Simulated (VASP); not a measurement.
Input for VASP

INCAR:
```
SYSTEM = Cs2SnI6
PREC = Accurate
ENCUT = 300
EDIFF = 1E-6
NELM = 100
ALGO = Normal
LREAL = .FALSE.
LASPH = .TRUE.
ISMEAR = -1
SIGMA = 0.02
LMAXMIX = 4
LWAVE = .FALSE.
LCHARG = .FALSE.
ISIF = 2
```

File KPOINTS:
```
Automatic mesh
0
G
 3 3 3
0 0 0
```

### POSCAR
```
Cs2SnI6
5.797870
  0.0000000000   1.0000000000   1.0000000000
  1.0000000000   0.0000000000   1.0000000000
  1.0000000000   1.0000000000   0.0000000000
Cs Sn I
2 1 6
Cartesian
  0.5000000000   0.5000000000   0.5000000000
  1.5000000000   1.5000000000   1.5000000000
  0.0000000000   0.0000000000   0.0000000000
  1.5101000000   1.0000000000   1.0000000000
  0.4899000000   1.0000000000   1.0000000000
  1.0000000000   1.5101000000   1.0000000000
  1.0000000000   0.4899000000   1.0000000000
  1.0000000000   1.0000000000   1.5101000000
  1.0000000000   1.0000000000   0.4899000000
```

POTCAR, in this order: Cs_sv Sn_d I (LDA.64 set). Program: vasp_std.

Question: Translate this LDA calculation to Quantum ESPRESSO's pw.x.

Answer: One equivalent input (not run):
```
&CONTROL
  calculation = 'scf'
  pseudo_dir = './pseudo'
  outdir = './out'
  tprnfor = .true.
  tstress = .true.
/
&SYSTEM
  ibrav = 0
  nat = 9
  ntyp = 3
  ecutwfc = 72
  occupations = 'smearing'
  smearing = 'fermi-dirac'
  degauss = 0.00147
  input_dft = 'pz'
/
&ELECTRONS
  conv_thr = 7.3e-08
  electron_maxstep = 100
/
ATOMIC_SPECIES
  Cs 132.905 Cs.upf
  Sn 118.710 Sn.upf
  I 126.904 I.upf
CELL_PARAMETERS angstrom
     0.0000000    5.7978700    5.7978700
     5.7978700    0.0000000    5.7978700
     5.7978700    5.7978700    0.0000000
ATOMIC_POSITIONS crystal
  Cs   0.2500000  0.2500000  0.2500000
  Cs   0.7500000  0.7500000  0.7500000
  Sn   0.0000000  0.0000000  0.0000000
  I    0.2449500  0.7550500  0.7550500
  I    0.7550500  0.2449500  0.2449500
  I    0.7550500  0.2449500  0.7550500
  I    0.2449500  0.7550500  0.2449500
  I    0.7550500  0.7550500  0.2449500
  I    0.2449500  0.2449500  0.7550500
K_POINTS automatic
  3 3 3 0 0 0
```
What does not carry over: the potentials are each code's own (VASP's PAW set, PseudoDojo norm-conserving files in pw.x), so ENCUT and ecutwfc are chosen apart and not converted; conv_thr bounds pw.x's estimated SCF error, while EDIFF bounds the energy change between steps.

The structure comes from a computed database's Cs2SnI6 entry; how it stands against other phases isn't given here. The cell was not relaxed at this level. The k-mesh is coarse (spacing up to 0.31 per Å, 2π included), so the numbers may not be converged in it.
